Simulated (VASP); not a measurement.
# La3P (Fm-3m) in VASP: notebook, part 2 of 2

VASP 6.6.1.

### Step 3. Relaxation of cell and atoms, PBE

This run uses another cell than the first one, of 32.82 Å³/atom, 1.182 times its volume.

INCAR

```
SYSTEM = La3P
ALGO = Normal
EDIFF = 1E-7
EDIFFG = -0.01
ENCUT = 600
GGA = PE
IBRION = 2
ISIF = 3
ISMEAR = 1
LASPH = .TRUE.
LCHARG = .FALSE.
LREAL = .FALSE.
LWAVE = .FALSE.
NELM = 100
NSW = 60
PREC = Accurate
SIGMA = 0.1323
```

KPOINTS

```
k-points
0
G
  4 4 4
  0 0 0
```

POSCAR

```
La3P
1.0
    0.0000000000      4.0337590000      4.0337590000
    4.0337590000      0.0000000000      4.0337590000
    4.0337590000      4.0337590000      0.0000000000
La P
3 1
Direct
    0.2500000000      0.2500000000      0.2500000000
    0.7500000000      0.7500000000      0.7500000000
    0.5000000000      0.5000000000      0.5000000000
    0.0000000000      0.0000000000      0.0000000000
```

Potentials or basis: VASP PAW PBE potentials, release 64 (La, P).

Run with:

```
> cat potpaw_PBE.64/La/POTCAR potpaw_PBE.64/P/POTCAR > POTCAR
> mpirun -np 1 vasp_std > vasp.out
```

OUTCAR:

```text
SYSTEM = La3P
   EDIFF = 1E-7
   EDIFFG = -0.01
   ENCUT = 600
   GGA = PE
   IBRION = 2
   ISIF = 3
   ISMEAR = 1
   LASPH = .TRUE.
   LREAL = .FALSE.
   NELM = 100
   NSW = 60
   PREC = Accurate

 ion  position               nearest neighbor table
   1  0.250  0.250  0.250-   3 3.49   3 3.49   3 3.49   3 3.49
   2  0.750  0.750  0.750-   3 3.49   3 3.49   3 3.49   3 3.49
   3  0.500  0.500  0.500-   1 3.49   1 3.49   1 3.49   1 3.49   2 3.49   2 3.49   2 3.49   2 3.49

   4  0.000  0.000  0.000-

  LATTYP: Found a face centered cubic cell.
 ALAT       =     8.0675180000

  Lattice vectors:

 A1 = (   0.0000000000,   4.0337590000,   4.0337590000)
 A2 = (   4.0337590000,   0.0000000000,   4.0337590000)
 A3 = (   4.0337590000,   4.0337590000,   0.0000000000)

Analysis of symmetry for initial positions (statically):
=====================================================================
 Subroutine PRICEL returns:
 Original cell was already a primitive cell.

 Routine SETGRP: Setting up the symmetry group for a
 face centered cubic supercell.

 Subroutine GETGRP returns: Found 48 space group operations
 (whereof 48 operations were pure point group operations)
 out of a pool of 48 trial point group operations.

The static configuration has the point symmetry O_h .

Analysis of symmetry for dynamics (positions and initial velocities):
[... 135 lines left out ...]
 NGX is ok and might be reduce to    48
   NGX = 23   NGY = 23   NGZ = 23

--------------------------------------- Ionic step        1  -------------------------------------------

 number of electron      38.0000002 magnetization

 Free energy of the ion-electron system (eV)
  ---------------------------------------------------
  ext. energy  EPLUGINS =         0.00000000
  ---------------------------------------------------
  free energy    TOTEN  =       -20.40471993 eV

  energy without entropy =      -20.40851077  energy(sigma->0) =      -20.40598354

 E-fermi :   7.6217     XC(G=0):  -9.6096

 val. band max:        7.5933108808   @ k =   0.5000   0.5000   0.0000
 cond. band min:       7.6244999190   @ k =   0.5000   0.0000   0.0000
 fundamental gap:      0.0311890382
 Fermi energy:         7.6217128983

 k-point     1 :       0.0000    0.0000    0.0000
  band No.  band energies     occupation
      1     -25.4868      2.00000
      2     -25.1908      2.00000
      3     -25.0909      2.00000
      4      -9.4571      2.00000
      5      -9.4571      2.00000
      6      -9.4571      2.00000
[... 272 lines left out ...]
--------------------------------------- Ionic step        3  -------------------------------------------

 number of electron      38.0000000 magnetization

 Free energy of the ion-electron system (eV)
  ---------------------------------------------------
  ext. energy  EPLUGINS =         0.00000000
  ---------------------------------------------------
  free energy    TOTEN  =       -20.79727457 eV

  energy without entropy =      -20.80034024  energy(sigma->0) =      -20.79829646

 E-fermi :   9.4097     XC(G=0): -10.3186

 val. band max:        9.4067878456   @ k =   0.5000   0.0000   0.0000
 cond. band min:       9.4143938548   @ k =  -0.2500   0.5000   0.2500
 fundamental gap:      0.0076060092
 Fermi energy:         9.4096849796

 k-point     1 :       0.0000    0.0000    0.0000
  band No.  band energies     occupation
      1     -23.6255      2.00000
      2     -23.0479      2.00000
      3     -22.9035      2.00000
      4      -7.7152      2.00000
      5      -7.7152      2.00000
      6      -7.7152      2.00000
[... 228 lines left out ...]
  FREE ENERGIE OF THE ION-ELECTRON SYSTEM (eV)
  ---------------------------------------------------
  free  energy   TOTEN  =       -20.7972745727 eV

  energy  without entropy=      -20.8003402415  energy(sigma->0) =      -20.79829646

 reached required accuracy - stopping structural energy minimisation
```

OSZICAR:

```text
N       E                     dE             d eps       ncg     rms          rms(c)
DAV:   1     0.459940857687E+03    0.45994E+03   -0.14611E+04   368   0.245E+03
DAV:   2     0.674367466225E+02   -0.39250E+03   -0.38783E+03   608   0.419E+02
DAV:   3    -0.792527280988E+01   -0.75362E+02   -0.74866E+02   605   0.246E+02
[... 35 lines left out ...]
DAV:   6    -0.207972671266E+02   -0.87061E-06   -0.74287E-06   713   0.229E-02    0.119E-02
DAV:   7    -0.207972745448E+02   -0.74181E-05   -0.10466E-05   690   0.339E-02    0.274E-03
DAV:   8    -0.207972743058E+02    0.23899E-06   -0.26615E-06   561   0.106E-02    0.147E-03
DAV:   9    -0.207972745376E+02   -0.23187E-06   -0.22945E-07   352   0.691E-03    0.720E-04
DAV:  10    -0.207972745727E+02   -0.35021E-07   -0.71356E-08   310   0.525E-03
   3 F= -.20797275E+02 E0= -.20798296E+02  d E =-.392555E+00
```

Wall time 2.3 min (1 thread of Intel Xeon Platinum 8559C (Emerald Rapids), shared host); peak memory 0.34 GiB.

What came out:

```
Free energy                            : -20.7973 eV
Relaxed volume                         : 27.77 Å³/atom
Relaxed cell                           : a = 5.396 Å, b = 5.396 Å, c = 5.396 Å, α = 60.00°, β = 60.00°, γ = 60.00°
Space group after relaxing (to 0.05 Å) : Fm-3m (No. 225)
Energy gained by relaxing              : 98.1 meV/atom
Ionic steps                            : 3
Pressure after relaxing                : 0.0 GPa
Band gap on the k mesh                 : none (metal or under the smearing width)
```

Step by step:
| step | energy change (eV) | largest force (eV/Å) | pressure (GPa) | volume (Å³) |
| --- | --- | --- | --- | --- |
| 1 | 0.0000 | 0.0000 | -5.32 | 131.27 |
| 2 | -0.3922 | 0.0000 | -0.24 | 111.63 |
| 3 | -0.3926 | 0.0000 | -0.01 | 111.08 |

Final structure:
```
La P
1.0
     0.00000    3.81533    3.81533
     3.81533    0.00000    3.81533
     3.81533    3.81533    0.00000
La P
3 1
Direct
  0.25000 0.25000 0.25000
  0.75000 0.75000 0.75000
  0.50000 0.50000 0.50000
  0.00000 0.00000 0.00000
```

Levels at points of the mesh, in eV from the Fermi level:
```tsv
k point	band 16	band 17	band 18	band 19	band 20	band 21	band 22	band 23
(0.00, 0.00, 0.00)	-2.91	-2.09	-2.09	-0.43	1.17	1.17	1.17	1.61
(0.50, 0.00, 0.00)	-2.96	-0.32	0.00	0.00	0.50	0.50	1.20	1.30
(0.50, 0.50, 0.00)	-2.16	-1.66	-0.79	-0.63	-0.18	-0.18	0.14	1.55
```

Caveat: the volume moved by over 15 % at a fixed basis, so the end points are rough.
